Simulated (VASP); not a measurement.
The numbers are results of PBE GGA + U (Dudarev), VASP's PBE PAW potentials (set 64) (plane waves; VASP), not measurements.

VASP input:

File KPOINTS:
```
Regular mesh
0
gamma
  11 11 11
```

**POSCAR**
```
TiCo
3.0114220
  1.0000000000   0.0000000000   0.0000000000
  0.0000000000   1.0020980122   0.0000000000
  0.0000000000   0.0000000000   1.0043245351
Ti Co
1 1
Cart
  0.0000000000   0.0000000000   0.0000000000
  0.5309000000   0.5010490061   0.5021622675
```

### INCAR
```
# general
SYSTEM   =TiCo
PREC     =Accurate
ENCUT    =400   # plane-wave cut-off (eV)
LREAL    =F
LASPH    =T

# electronic loop
EDIFF    =1E-6   # SCF stop (eV)
NELM     =100   # most electronic steps
ALGO     =Normal   # blocked Davidson
LMAXMIX  =4   # l cut-off of mixed one-centre charges

# smearing
ISMEAR   =1
SIGMA    =0.1   # width (eV)

# functional
GGA      =PE   # PBE

# DFT+U
LDAU     =T
LDAUTYPE =2
LDAUL    =2 2
LDAUU    =6.0 6.0
LDAUJ    =0 0
LDAUPRINT=1

# ions
ISIF     =2   # forces and stress, cell fixed

# output
LWAVE    =F
LCHARG   =F
LORBIT   =10
```

POTCAR, in this order: Ti_sv Co (PBE.64 set). Program: vasp_std.

The resulting files:

OSZICAR:
```
       N       E                     dE             d eps       ncg     rms          rms(c)
DAV:   1     0.141967244754E+03    0.14197E+03   -0.90343E+03  6048   0.158E+03
DAV:   2    -0.211471889175E+01   -0.14408E+03   -0.14156E+03  6186   0.374E+02
DAV:   3    -0.960834766512E+01   -0.74936E+01   -0.74571E+01  9258   0.104E+02
DAV:   4    -0.979117983588E+01   -0.18283E+00   -0.18272E+00  7362   0.129E+01
DAV:   5    -0.979684464118E+01   -0.56648E-02   -0.56647E-02  8932   0.203E+00    0.118E+01
DAV:   6    -0.121411601886E+02   -0.23443E+01   -0.61229E+01 10268   0.821E+01    0.323E+01
DAV:   7    -0.724354486756E+01    0.48976E+01   -0.84990E+01  8998   0.973E+01    0.956E+00
DAV:   8    -0.599648981037E+01    0.12471E+01   -0.53619E+00  8806   0.288E+01    0.289E+00
DAV:   9    -0.596367696044E+01    0.32813E-01   -0.28782E+00  8616   0.142E+01    0.371E+00
DAV:  10    -0.596049276895E+01    0.31842E-02   -0.20972E+00  9012   0.159E+01    0.262E+00
DAV:  11    -0.589965274274E+01    0.60840E-01   -0.79813E-01  9230   0.828E+00    0.967E-01
DAV:  12    -0.589563448619E+01    0.40183E-02   -0.13735E-02  7552   0.126E+00    0.707E-01
DAV:  13    -0.589467728703E+01    0.95720E-03   -0.14961E-02  9258   0.124E+00    0.343E-01
DAV:  14    -0.589427599566E+01    0.40129E-03   -0.23560E-03  9264   0.424E-01    0.196E-01
DAV:  15    -0.589439154029E+01   -0.11554E-03   -0.24051E-04  9472   0.127E-01    0.178E-01
DAV:  16    -0.589424397253E+01    0.14757E-03   -0.91731E-04  9514   0.258E-01    0.218E-01
DAV:  17    -0.589394936277E+01    0.29461E-03   -0.13995E-03  9070   0.339E-01    0.127E-01
DAV:  18    -0.589402292714E+01   -0.73564E-04   -0.14384E-03  9412   0.334E-01    0.626E-02
DAV:  19    -0.589406958368E+01   -0.46657E-04   -0.11557E-04  9556   0.987E-02    0.470E-02
DAV:  20    -0.589405905493E+01    0.10529E-04   -0.87094E-06  8002   0.278E-02    0.503E-02
DAV:  21    -0.589404772014E+01    0.11335E-04   -0.55333E-05  8864   0.540E-02    0.454E-02
DAV:  22    -0.589407370097E+01   -0.25981E-04   -0.33229E-04  9608   0.160E-01    0.334E-02
DAV:  23    -0.589407466292E+01   -0.96195E-06   -0.13267E-04  9604   0.924E-02    0.211E-02
DAV:  24    -0.589407059176E+01    0.40712E-05   -0.36359E-05  9124   0.540E-02    0.249E-03
DAV:  25    -0.589407074024E+01   -0.14848E-06   -0.27775E-06  4480   0.189E-02
   1 F= -.58940707E+01 E0= -.58940662E+01  d E =-.135916E-04
```

**OUTCAR**
```
------------------------ aborting loop because EDIFF is reached ----------------------------------------
  FORCE on cell =-STRESS in cart. coord.  units (eV):
  Direction    XX          YY          ZZ          XY          YZ          ZX
  --------------------------------------------------------------------------------------
  Total       -0.7003702     -0.6621858     -0.7208077      0.0000000      0.0000000      0.0000000
  in kB      -40.8262166    -38.6003575    -42.0175632      0.0000000      0.0000000      0.0000000
  external PRESSURE =     -40.4813791 kB  Pullay stress =       0.0000000 kB
  volume of cell :       27.49
      direct lattice vectors                 reciprocal lattice vectors
     3.011422000  0.000000000  0.000000000     0.332069036  0.000000000  0.000000000
     0.000000000  3.017740000  0.000000000     0.000000000  0.331373810  0.000000000
     0.000000000  0.000000000  3.024445000     0.000000000  0.000000000  0.330639175
 POSITION                                       TOTAL-FORCE (eV/Angst)
 -----------------------------------------------------------------------------------
      0.00000      0.00000      0.00000         0.416965      0.000000      0.000000
      1.59876      1.50887      1.51222        -0.416965      0.000000      0.000000
 -----------------------------------------------------------------------------------
    total drift:                                0.000277      0.000000      0.000008
  FREE ENERGIE OF THE ION-ELECTRON SYSTEM (eV)
  ---------------------------------------------------
  free  energy   TOTEN  =        -5.8940707402 eV

  energy  without entropy=       -5.8940571487  energy(sigma->0) =       -5.89406621

 total charge

# of ion       s       p       d       tot
------------------------------------------
    1        2.263   6.204   1.535  10.002
    2        0.490   0.441   7.591   8.522
--------------------------------------------------
tot          2.753   6.645   9.126  18.524
```
(Selected blocks of OUTCAR.)

The compound is TiCo in the CsCl type structure. The cell was not relaxed at this level, atoms are displaced from their ideal sites. The run is one of a series of settings (LDAU = .TRUE., LDAUJ = 0 0, LDAUL = 2 2, LDAUTYPE = 2, LDAUU = 6.0 6.0 against the base run), some of them coarse on purpose. The run is not spin-polarised, so no magnetic state was tried. The electron count is odd and the run is not spin-polarised, which forces a metal.
